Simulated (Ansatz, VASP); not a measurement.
# Cross-check of BAs between VASP and Ansatz, part 3 of 3

One calculation is typed for both programs; each brings its own data sets. How far apart do they land? The cell is taken from a series of runs on this material, whose earlier steps may have relaxed, scaled, displaced or heated it; both programs get it as it stands.

VASP 6.6.1 and Ansatz 0.2.0.

So far: The starting structure; Ansatz: zone-centre phonons, LDA, pair 1; VASP: zone-centre phonons, LDA, pair 1; Differences.

## Step 5: VASP: zone-centre phonons, LDA, pair 2

Level of this step: LDA; plane waves and PAW (B, As) (VASP).

Second derivatives magnify differences that forces hide, and they need a tight electronic threshold. The cell compared in this pair holds 27.54 Å³, against 27.01 Å³ for the pair before.

INCAR

```
SYSTEM = BAs
PREC = Accurate
ENCUT = 500
EDIFF = 1E-08
NELM = 120
ISMEAR = 0
SIGMA = 0.01
LREAL = .FALSE.
ALGO = Normal
GGA = CA
NBANDS = 10
LORBIT = 11
LWAVE = .FALSE.
LCHARG = .FALSE.
ISIF = 2
IBRION = 8
LEPSILON = .TRUE.
LASPH = .TRUE.
GGA_COMPAT = .FALSE.
EFERMI = MIDGAP
KPAR = 2
```

POSCAR

```
BAs
1.0
    0.0000000000      2.3969638813      2.3969638813
    2.3969638813      0.0000000000      2.3969638813
    2.3969638813      2.3969638813      0.0000000000
B As
1 1
Direct
    0.0000000000      0.0000000000      0.0000000000
    0.7500000000      0.7500000000      0.7500000000
```

KPOINTS

```
Automatic mesh
0
Gamma
12 12 12
0 0 0
```

Potentials, in the order of the species: B and As (LDA family, release 64).

The run is started by

```bash
$ mpirun -np 2 vasp_std
```

Numbers of over 12 decimals in the logs are rounded to 6 here.

The log of the run:

```text
[... set-up lines as in an earlier step ...]
 entering main loop
       N       E                     dE             d eps       ncg     rms          rms(c)
DAV:   1     0.104092974311E+02    0.10409E+02   -0.38256E+03  1440   0.690E+02
DAV:   2    -0.129148991952E+02   -0.23324E+02   -0.22346E+02  2024   0.104E+02
DAV:   3    -0.136123774944E+02   -0.69748E+00   -0.69634E+00  1752   0.177E+01
DAV:   4    -0.136145673065E+02   -0.21898E-02   -0.21896E-02  1744   0.104E+00
[...]
DAV:  11    -0.129141572914E+02   -0.14163E-05   -0.14957E-06  1742   0.919E-03    0.120E-02
DAV:  12    -0.129141571321E+02    0.15934E-06   -0.83933E-07  1598   0.402E-03    0.273E-03
DAV:  13    -0.129141571344E+02   -0.23869E-08   -0.31852E-08  1642   0.129E-03
   1 F= -.12914157E+02 E0= -.12914157E+02  d E =0.000000E+00
 Linear response reoptimize wavefunctions to high precision
DAV:   1    -0.129141571338E+02    0.65836E-09   -0.56452E-09  1594   0.349E-04
DAV:   2    -0.129141571338E+02    0.47180E-11   -0.13979E-10   916   0.981E-05
 Linear response G [H, r] |phi>, progress :
  Direction:   1
[...]
RMM:  10    -0.404733091210E-01   -0.59790E-10   -0.13331E-08  9165   0.258E-05    0.363E-07
 first order change of Fermi-energy   0.23442E+01
 force on displaced ion       1 direction 1 : -15.946  -0.000  -0.000
 Born effective charge ion    1 direction 1 :  -0.468   0.000   0.000
 Linear response progress:
  Degree of freedom:   2/  2
       N       E                     dE             d eps       ncg     rms          rms(c)
RMM:   1    -0.401667466849E-01   -0.40167E-01    0.31877E-02 13448   0.115E+00
RMM:   2    -0.380512822582E-01    0.21155E-02   -0.14312E-03  8912   0.216E-01    0.958E-02
RMM:   3    -0.378831294764E-01    0.16815E-03   -0.10926E-04  9522   0.272E-02    0.561E-02
RMM:   4    -0.378917560444E-01   -0.86266E-05   -0.98591E-05  9370   0.301E-02    0.314E-03
[...]
RMM:  10    -0.378769795014E-01   -0.34564E-08    0.16567E-07  7550   0.244E-05    0.281E-07
RMM:  11    -0.378769751082E-01    0.43931E-08    0.24196E-07  6606   0.245E-05    0.102E-07
RMM:  12    -0.378769769050E-01   -0.17968E-08    0.19679E-07  5179   0.244E-05    0.283E-08
 first order change of Fermi-energy  -0.23440E+01
 force on displaced ion       2 direction 1 : -15.941  -0.000  -0.000
 Born effective charge ion    2 direction 1 :   0.462   0.000   0.000
 Born effective charges drift removed
 Linear response finished
```

From OUTCAR (step 5):

```text
  Total       -0.7700904     -0.7700904     -0.7700904     -0.0000000     -0.0000000      0.0000000
  in kB      -44.7958540    -44.7958540    -44.7958540     -0.0000000     -0.0000000      0.0000000
  external PRESSURE =     -44.7958540 kB  Pullay stress =       0.0000000 kB

 POSITION                                       TOTAL-FORCE (eV/Angst)
 -----------------------------------------------------------------------------------
      0.00000      0.00000      0.00000         0.000000      0.000000      0.000000
      3.59545      3.59545      3.59545        -0.000000     -0.000000     -0.000000
 -----------------------------------------------------------------------------------
    total drift:                                0.000000      0.000000      0.000000

 MACROSCOPIC STATIC DIELECTRIC TENSOR (including local field effects in DFT)
 ------------------------------------------------------
           9.810778    -0.000000    -0.000000
           0.000000     9.810778    -0.000000
           0.000000     0.000000     9.810778
 ------------------------------------------------------

 MACROSCOPIC STATIC DIELECTRIC TENSOR IONIC CONTRIBUTION
 ------------------------------------------------------
           0.088349     0.000000    -0.000000
           0.000000     0.088349    -0.000000
          -0.000000    -0.000000     0.088349
 ------------------------------------------------------

[... 1 part as in an earlier step ...]

[... 1 further part left out ...]
```

## Step 6: Ansatz: zone-centre phonons, LDA, pair 2

The same cell, functional (in two slightly different forms) and mesh now go to Ansatz, which takes its cutoff from its data sets.

The cell is taken from a series of runs on this material, whose earlier steps may have relaxed, scaled, displaced or heated it; both programs get it as it stands.

input.yaml

```yaml
crystal:
  lattice:
    - [0.0, 2.3969638813, 2.3969638813]
    - [2.3969638813, 0.0, 2.3969638813]
    - [2.3969638813, 2.3969638813, 0.0]
  atoms:
    - { symbol: B, position: [0.0, 0.0, 0.0] }
    - { symbol: As, position: [0.75, 0.75, 0.75] }
kpoints:
  mp_grid: { grid: [12, 12, 12] }
hamiltonian:
  xc: lda
  pseudopotentials: { kind: paw, azcp: { folder: soft_1 }, xc_functional: pbe }
scf:
  occupations: { method: fixed }
output:
  eigenvalues: true
phonons:
  method: dfpt
  dielectric: true
  rigid_motions: translations
```

The run is started by

```bash
$ ansatz run input.yaml --threads 4 --pin off --max-ram 10240MiB --backend cpu --events-out ev --progress --plain --runs-dir out
```

The log of the run:

```text
[...]
Crystal: 2 atoms, lattice volume = 27.543 Å³
Basis set: ecut = 420 eV, 537 PW (Γ), exchange–correlation on 48×48×48 points (8 copies of the dense FFT grid, shifted against one another)
Bands: 13, of which v1, the nominal top of the filled ones, is band 9 counted from 1 (8 counted from 0)
Symmetry: 24 space group operations
k-points: 280 of 1728 (irreducible under 4 space group operations, time reversal used)
[...]
optical modes at Γ + LO–TO along q̂ = [1.0000, 0.0000, 0.0000]:
      ω (cm⁻¹)  modes    IR ((D/Å)²/amu)
[...]
optical modes at Γ + LO–TO along q̂ = [0.0000, 1.0000, 0.0000]:
      ω (cm⁻¹)  modes    IR ((D/Å)²/amu)
        672.56      2             0.8886
        675.16      1             0.4443
  optical modes at Γ + LO–TO along q̂ = [0.0000, 0.0000, 1.0000]:
      ω (cm⁻¹)  modes    IR ((D/Å)²/amu)
        672.56      2             0.8886
        675.16      1             0.4443
[key lines of the parts left out:]
SCF converged after 9 iterations
Free energy (F): -4923.517142 eV
Fermi energy:    10.249920 eV
```

## Step 7: Differences

What differs besides the data sets and the points named for the pairs above, as far as they apply: the data sets hold 18 valence electrons in Ansatz (on its PAW soft_1 files) and 8 in VASP. Total energies have different zeros and are not compared.

Both answers:

```csv
quantity,Ansatz,VASP,difference
ε∞ xx,9.82,9.81,+0.06 %
ε∞ yy,9.82,9.81,+0.06 %
ε∞ zz,9.82,9.81,+0.06 %
Born charge of B1 (mean of the diagonal) (e),-0.43,-0.46,+0.04
Born charge of As2 (mean of the diagonal) (e),0.43,0.46,-0.04
optical mode 1 to 3 (cm⁻¹),672.6,677.5,-0.72 %
```

Modes are paired by rising frequency, not by their patterns, so a pair may set unlike modes beside each other; they are those without the splitting of longitudinal modes.

## Step 8: VASP: zone-centre phonons, LDA, pair 3

Second derivatives magnify differences that forces hide, and they need a tight electronic threshold. The cell compared in this pair holds 28.07 Å³, against 27.54 Å³ for the pair before.

INCAR is that of step 5.

POSCAR

```
BAs
1.0
    0.0000000000      2.4122315788      2.4122315788
    2.4122315788      0.0000000000      2.4122315788
    2.4122315788      2.4122315788      0.0000000000
B As
1 1
Direct
    0.0000000000      0.0000000000      0.0000000000
    0.7500000000      0.7500000000      0.7500000000
```

KPOINTS is that of step 5.

The run is started by

```bash
$ mpirun -np 2 vasp_std
```

The log of the run:

```text
[... set-up lines as in an earlier step ...]
 entering main loop
       N       E                     dE             d eps       ncg     rms          rms(c)
DAV:   1     0.114641129639E+02    0.11464E+02   -0.37861E+03  1440   0.684E+02
DAV:   2    -0.128443305462E+02   -0.24308E+02   -0.23390E+02  1978   0.104E+02
DAV:   3    -0.135552057711E+02   -0.71088E+00   -0.70972E+00  1752   0.181E+01
DAV:   4    -0.135573805322E+02   -0.21748E-02   -0.21746E-02  1708   0.111E+00
[...]
DAV:  11    -0.128955134664E+02   -0.13757E-05   -0.14030E-06  1710   0.906E-03    0.115E-02
DAV:  12    -0.128955133102E+02    0.15627E-06   -0.85002E-07  1598   0.403E-03    0.260E-03
DAV:  13    -0.128955133127E+02   -0.24783E-08   -0.32464E-08  1650   0.130E-03
   1 F= -.12895513E+02 E0= -.12895513E+02  d E =0.000000E+00
 Linear response reoptimize wavefunctions to high precision
DAV:   1    -0.128955133120E+02    0.61328E-09   -0.54920E-09  1582   0.344E-04
DAV:   2    -0.128955133121E+02   -0.24784E-10   -0.14453E-10   896   0.984E-05
 Linear response G [H, r] |phi>, progress :
  Direction:   1
[...]
RMM:  10    -0.400438275038E-01    0.16004E-09   -0.50645E-09  9061   0.955E-06    0.328E-07
 first order change of Fermi-energy   0.23123E+01
 force on displaced ion       1 direction 1 : -15.336   0.000   0.000
 Born effective charge ion    1 direction 1 :  -0.412   0.000   0.000
 Linear response progress:
  Degree of freedom:   2/  2
       N       E                     dE             d eps       ncg     rms          rms(c)
RMM:   1    -0.401996540191E-01   -0.40200E-01    0.33332E-02 13446   0.115E+00
RMM:   2    -0.381667096414E-01    0.20329E-02   -0.14553E-03  8915   0.217E-01    0.950E-02
RMM:   3    -0.379895166768E-01    0.17719E-03   -0.11789E-04  9516   0.275E-02    0.556E-02
RMM:   4    -0.379866537335E-01    0.28629E-05   -0.10050E-04  9378   0.304E-02    0.314E-03
[...]
RMM:   8    -0.379729913360E-01    0.93877E-07    0.23321E-08  9792   0.304E-05    0.150E-05
RMM:   9    -0.379730459091E-01   -0.54573E-07   -0.18968E-08 10253   0.151E-05    0.103E-06
RMM:  10    -0.379730475588E-01   -0.16497E-08   -0.76903E-09  7736   0.998E-06    0.301E-07
 first order change of Fermi-energy  -0.23121E+01
 force on displaced ion       2 direction 1 : -15.333   0.000   0.000
 Born effective charge ion    2 direction 1 :   0.406   0.000   0.000
 Born effective charges drift removed
 Linear response finished
```

Parts of OUTCAR (step 8):

```text
  Total       -1.1974196     -1.1974196     -1.1974196     -0.0000000     -0.0000000      0.0000000
  in kB      -68.3392092    -68.3392092    -68.3392092     -0.0000000     -0.0000000      0.0000000
  external PRESSURE =     -68.3392092 kB  Pullay stress =       0.0000000 kB

 POSITION                                       TOTAL-FORCE (eV/Angst)
 -----------------------------------------------------------------------------------
      0.00000      0.00000      0.00000         0.000000      0.000000      0.000000
      3.61835      3.61835      3.61835        -0.000000     -0.000000     -0.000000
 -----------------------------------------------------------------------------------
    total drift:                                0.000000      0.000000      0.000000

 MACROSCOPIC STATIC DIELECTRIC TENSOR (including local field effects in DFT)
 ------------------------------------------------------
           9.900324     0.000000     0.000000
          -0.000000     9.900324     0.000000
          -0.000000    -0.000000     9.900324
 ------------------------------------------------------

 MACROSCOPIC STATIC DIELECTRIC TENSOR IONIC CONTRIBUTION
 ------------------------------------------------------
           0.069479     0.000000    -0.000000
           0.000000     0.069479    -0.000000
          -0.000000    -0.000000     0.069479
 ------------------------------------------------------

[... 1 part as in an earlier step ...]

[... 1 further part left out ...]
```

## Step 9: Ansatz: zone-centre phonons, LDA, pair 3

The same cell, functional (in two slightly different forms) and mesh now go to Ansatz, which takes its cutoff from its data sets.

The cell is taken from a series of runs on this material, whose earlier steps may have relaxed, scaled, displaced or heated it; both programs get it as it stands.

input.yaml, the sections that differ from step 6:

```yaml
crystal:
  lattice:
    - [0.0, 2.4122315788, 2.4122315788]
    - [2.4122315788, 0.0, 2.4122315788]
    - [2.4122315788, 2.4122315788, 0.0]
  atoms:
    - { symbol: B, position: [0.0, 0.0, 0.0] }
    - { symbol: As, position: [0.75, 0.75, 0.75] }
# kpoints, hamiltonian, scf, output, phonons: as in step 6
```

The run is started by

```bash
$ ansatz run input.yaml --threads 4 --pin off --max-ram 10240MiB --backend cpu --events-out ev --progress --plain --runs-dir out
```

The log of the run:

```text
[...]
Crystal: 2 atoms, lattice volume = 28.073 Å³
Basis set: ecut = 420 eV, 537 PW (Γ), exchange–correlation on 48×48×48 points (8 copies of the dense FFT grid, shifted against one another)
Bands: 13, of which v1, the nominal top of the filled ones, is band 9 counted from 1 (8 counted from 0)
Symmetry: 24 space group operations
k-points: 280 of 1728 (irreducible under 4 space group operations, time reversal used)
[...]
optical modes at Γ + LO–TO along q̂ = [1.0000, 0.0000, 0.0000]:
      ω (cm⁻¹)  modes    IR ((D/Å)²/amu)
[...]
optical modes at Γ + LO–TO along q̂ = [0.0000, 1.0000, 0.0000]:
      ω (cm⁻¹)  modes    IR ((D/Å)²/amu)
        659.59      2             0.6739
        661.55      1             0.3369
  optical modes at Γ + LO–TO along q̂ = [0.0000, 0.0000, 1.0000]:
      ω (cm⁻¹)  modes    IR ((D/Å)²/amu)
        659.59      2             0.6739
        661.55      1             0.3369
[key lines of the parts left out:]
SCF converged after 9 iterations
Free energy (F): -4923.495727 eV
Fermi energy:    9.960651 eV
```

## Step 10: Differences

What differs besides the data sets and the points named for the pairs above, as far as they apply: the data sets hold 18 valence electrons in Ansatz (on its PAW soft_1 files) and 8 in VASP. Total energies have different zeros and are not compared.

Compared:

```csv
quantity,Ansatz,VASP,difference
ε∞ xx,9.90,9.90,+0.04 %
ε∞ yy,9.90,9.90,+0.04 %
ε∞ zz,9.90,9.90,+0.04 %
Born charge of B1 (mean of the diagonal) (e),-0.37,-0.41,+0.04
Born charge of As2 (mean of the diagonal) (e),0.37,0.41,-0.04
optical mode 1 to 3 (cm⁻¹),659.6,664.4,-0.72 %
```

Modes are paired by rising frequency, not by their patterns, so a pair may set unlike modes beside each other; they are those without the splitting of longitudinal modes.

## Step 11: Results

| Item | Value |
| --- | --- |
| r.m.s. difference of the optical zone-centre modes, each program's sorted by frequency (zone-centre phonons, LDA, pair 1) | 5.0 cm⁻¹ |
| difference in optical mode 1 to 3 (zone-centre phonons, LDA, pair 1) | -0.7 % |
| r.m.s. difference of the optical zone-centre modes, each program's sorted by frequency (zone-centre phonons, LDA, pair 2) | 4.9 cm⁻¹ |
| difference in optical mode 1 to 3 (zone-centre phonons, LDA, pair 2) | -0.7 % |
| r.m.s. difference of the optical zone-centre modes, each program's sorted by frequency (zone-centre phonons, LDA, pair 3) | 4.8 cm⁻¹ |
| difference in optical mode 1 to 3 (zone-centre phonons, LDA, pair 3) | -0.7 % |

In words: The r.m.s. difference of the optical zone-centre modes, each program's sorted by frequency is 5.0 cm⁻¹ (zone-centre phonons, LDA, pair 1). The data sets hold unlike numbers of valence electrons (18 in Ansatz and 8 in VASP), so part of the differences comes from the potentials. Among the rows given in per cent, the largest difference of the zone-centre phonons, LDA, pair 1 pair is in optical mode 1 to 3, -0.7 %. Among the rows given in per cent, the largest difference of the zone-centre phonons, LDA, pair 2 pair is in optical mode 1 to 3, -0.7 %. Among the rows given in per cent, the largest difference of the zone-centre phonons, LDA, pair 3 pair is in optical mode 1 to 3, -0.7 %. Such differences can come from data sets, numerical settings and the points named under the comparisons, not from the functional's error against experiment.

[Lines on the potential files, build, host, timing and source positions are cut from VASP's logs without a mark.]

[Logs are printed without paths, hosts, clocks, repeated set-up lines and the standing remarks that a program may print on its own settings, such as how far it seeks lower states.]

[Hosts, paths, dates, database ids (printed as entryN), source tags and the programs' standing remarks are cut or masked in the printed files.]
